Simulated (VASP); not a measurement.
```xyz
63
Lattice="11.5674 0.0000 0.0000 0.0000 11.5674 0.0000 0.0000 0.0000 11.5674" Properties=species:S:1:pos:R:3 pbc="T T T"
Ge     5.7848     0.0046     0.0009
Ge     7.2508     1.4544     1.4628
Ge     8.6736     2.8919     0.0016
Ge    10.1132     4.3170     1.4610
Ge     8.6729    11.5603     2.9002
Ge    10.1114     1.4596     4.3175
Ge    11.5661    11.5670    11.5668
Ge     1.4388     1.4406     1.4394
Ge     2.8974     2.8954     0.0121
Ge     4.3470     4.3445     1.4508
Ge     5.7835     5.7819     0.0001
Ge     7.2237     7.2223     1.4482
Ge     8.6734     8.6742     0.0081
Ge    10.1266    10.1287     1.4424
Ge     2.8967     0.0163     2.8980
Ge     4.3469     1.4533     4.3480
Ge     5.7791     2.9147     2.9162
Ge     7.1673     4.4008     4.3990
Ge     8.6530     5.7898     2.9148
Ge    10.1188     7.2221     4.3446
Ge     5.7841     0.0010     5.7826
Ge     7.2221     1.4509     7.2212
Ge     8.6521     2.9168     5.7883
Ge    10.1209     4.3422     7.2245
Ge     8.6712     0.0112     8.6718
Ge    10.1265     1.4407    10.1286
Ge     0.0006     5.7836     0.0018
Ge     1.4520     7.2526     1.4596
Ge     2.8923     8.6768     0.0003
Ge     4.3158    10.1195     1.4582
Ge     0.0109     2.8958     2.8975
Ge     1.4512     4.3446     4.3466
Ge     2.9124     5.7770     2.9119
Ge     4.3937     7.1737     4.3929
Ge     5.7891     8.6556     2.9115
Ge     7.2222    10.1180     4.3458
Ge    11.5665     0.0031     5.7843
Ge     1.4576     1.4544     7.2510
Ge     2.9150     2.9148     5.7808
Ge     4.3987     4.4008     7.1700
Ge     7.1741     7.1709     7.1739
Ge     8.6569     8.6561     5.7800
Ge    10.1122    10.1169     7.2524
Ge     2.8968    11.5612     8.6726
Ge     4.3153     1.4578    10.1132
Ge     5.7884     2.9143     8.6540
Ge     7.2256     4.3404    10.1228
Ge     8.6573     5.7762     8.6581
Ge    10.1147     7.2533    10.1136
Ge    11.5592     8.6762     2.8988
Ge     1.4557    10.1182     4.3155
Ge    11.5673     5.7823     5.7825
Ge     1.4470     7.2232     7.2231
Ge     2.9117     8.6563     5.7884
Ge     4.3463    10.1194     7.2227
Ge    11.5647     2.8920     8.6741
Ge     1.4582     4.3149    10.1153
Ge     2.9126     5.7903     8.6558
Ge     4.3411     7.2250    10.1238
Ge     5.7785     8.6549     8.6578
Ge     7.2528    10.1157    10.1143
Ge     0.0060     8.6762     8.6709
Ge     1.4407    10.1280    10.1268
```
Cell charge -1.

Method: HSE06 screened hybrid, VASP's PBE PAW potentials (set 64) (plane waves; VASP). Settings: PREC = Normal, LREAL = Auto, ISYM = 0, NELECT = 253.0, EDIFF = 1E-5, 400 eV cut-off, 1×1×1 Γ-centred mesh, Gaussian smearing of 0.050 eV, potentials Ge. Starting moments (MAGMOM): 63*0.0159. The cell's moment is fixed (NUPDOWN = 1).

The cell is charged, with a uniform compensating background. The supercell is sampled at Γ alone, which is coarse: total energies, pressure and levels can be off, energies of defects by several tenths of an eV.

Q: Predict the cell moment, energy per atom (σ→0), largest force.

A: 
```
Item                            Result
---------------------  ---------------
cell moment                    1.00 μB
energy per atom (σ→0)   -5.130 eV/atom
largest force          0.01807 Ry/bohr
```

Q: Give the moment on each site (PAW-sphere projection).

A: 
```json
[
 {"site": "Ge1", "moment (μB)": "0.00"},
 {"site": "Ge2", "moment (μB)": "0.02"},
 {"site": "Ge3", "moment (μB)": "0.00"},
 {"site": "Ge4", "moment (μB)": "0.03"},
 {"site": "Ge5", "moment (μB)": "0.00"},
 {"site": "Ge6", "moment (μB)": "0.02"},
 {"site": "Ge7", "moment (μB)": "0.00"},
 {"site": "Ge8", "moment (μB)": "0.00"},
 {"site": "Ge9", "moment (μB)": "0.01"},
 {"site": "Ge10", "moment (μB)": "0.00"},
 {"site": "Ge11", "moment (μB)": "0.00"},
 {"site": "Ge12", "moment (μB)": "0.00"},
 {"site": "Ge13", "moment (μB)": "0.01"},
 {"site": "Ge14", "moment (μB)": "0.00"},
 {"site": "Ge15", "moment (μB)": "0.00"},
 {"site": "Ge16", "moment (μB)": "-0.01"},
 {"site": "Ge17", "moment (μB)": "0.03"},
 {"site": "Ge18", "moment (μB)": "0.17"},
 {"site": "Ge19", "moment (μB)": "0.03"},
 {"site": "Ge20", "moment (μB)": "-0.01"},
 {"site": "Ge21", "moment (μB)": "0.00"},
 {"site": "Ge22", "moment (μB)": "0.00"},
 {"site": "Ge23", "moment (μB)": "0.02"},
 {"site": "Ge24", "moment (μB)": "0.00"},
 {"site": "Ge25", "moment (μB)": "0.00"},
 {"site": "Ge26", "moment (μB)": "0.00"},
 {"site": "Ge27", "moment (μB)": "0.01"},
 {"site": "Ge28", "moment (μB)": "0.00"},
 {"site": "Ge29", "moment (μB)": "0.00"},
 {"site": "Ge30", "moment (μB)": "0.01"},
 {"site": "Ge31", "moment (μB)": "0.00"},
 {"site": "Ge32", "moment (μB)": "0.00"},
 {"site": "Ge33", "moment (μB)": "0.00"},
 {"site": "Ge34", "moment (μB)": "0.01"},
 {"site": "Ge35", "moment (μB)": "0.00"},
 {"site": "Ge36", "moment (μB)": "0.00"},
 {"site": "Ge37", "moment (μB)": "0.00"},
 {"site": "Ge38", "moment (μB)": "0.01"},
 {"site": "Ge39", "moment (μB)": "0.00"},
 {"site": "Ge40", "moment (μB)": "0.06"},
 {"site": "Ge41", "moment (μB)": "0.02"},
 {"site": "Ge42", "moment (μB)": "0.00"},
 {"site": "Ge43", "moment (μB)": "0.01"},
 {"site": "Ge44", "moment (μB)": "0.00"},
 {"site": "Ge45", "moment (μB)": "0.01"},
 {"site": "Ge46", "moment (μB)": "0.00"},
 {"site": "Ge47", "moment (μB)": "0.00"},
 {"site": "Ge48", "moment (μB)": "0.00"},
 {"site": "Ge49", "moment (μB)": "0.01"},
 {"site": "Ge50", "moment (μB)": "0.01"},
 {"site": "Ge51", "moment (μB)": "0.01"},
 {"site": "Ge52", "moment (μB)": "0.00"},
 {"site": "Ge53", "moment (μB)": "0.00"},
 {"site": "Ge54", "moment (μB)": "0.02"},
 {"site": "Ge55", "moment (μB)": "0.00"},
 {"site": "Ge56", "moment (μB)": "0.01"},
 {"site": "Ge57", "moment (μB)": "0.01"},
 {"site": "Ge58", "moment (μB)": "0.03"},
 {"site": "Ge59", "moment (μB)": "-0.01"},
 {"site": "Ge60", "moment (μB)": "0.02"},
 {"site": "Ge61", "moment (μB)": "0.01"},
 {"site": "Ge62", "moment (μB)": "0.00"},
 {"site": "Ge63", "moment (μB)": "0.01"}
]
```

Only differences to runs with the same potentials and settings are physical.

The cell is a supercell with a defect, built from Ge (diamond): vac_Ge, charge -1. The cell's shape comes from a PBE relaxation.
